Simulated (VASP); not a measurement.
Consider the following.

```
C
1.0
    1.20800    -2.09232     0.00000
    1.20800     2.09232     0.00000
    0.00000     0.00000     6.56750
C
4
Direct
  0.00000   0.00000   0.25000
  0.00000   0.00000   0.75000
  0.33333   0.66667   0.25000
  0.66667   0.33333   0.75000
```

The numbers are results of optB88-vdW, VASP's PBE PAW potentials (set 64) (plane waves; VASP 6.6.1), not measurements. Run with 520 eV cut-off, 10×10×4 Γ-centred mesh, Gaussian smearing of 0.050 eV, potentials C.

Q: The ions and cell shape at fixed volume are relaxed. Predict the relaxed structure.

A: 
```
C
1.0
    1.22981    -2.13009     0.00000
    1.22981     2.13009     0.00000
    0.00000     0.00000     6.33668
C
4
Direct
  0.00000   0.00000   0.25000
  0.00000   0.00000   0.75000
  0.33333   0.66667   0.25000
  0.66667   0.33333   0.75000
```
Space group P6_3/mmc (194), at a tolerance of 0.03 Å.

Q: How much energy does the relaxation gain?

A: The energy (σ→0) changes by -24.9 meV/atom, in 3 ionic steps.

The compound is C in the graphite structure. This cell is one point of a volume scan, at 0.94 of the reference volume. Symmetry was kept, so distortions that lower it aren't found.
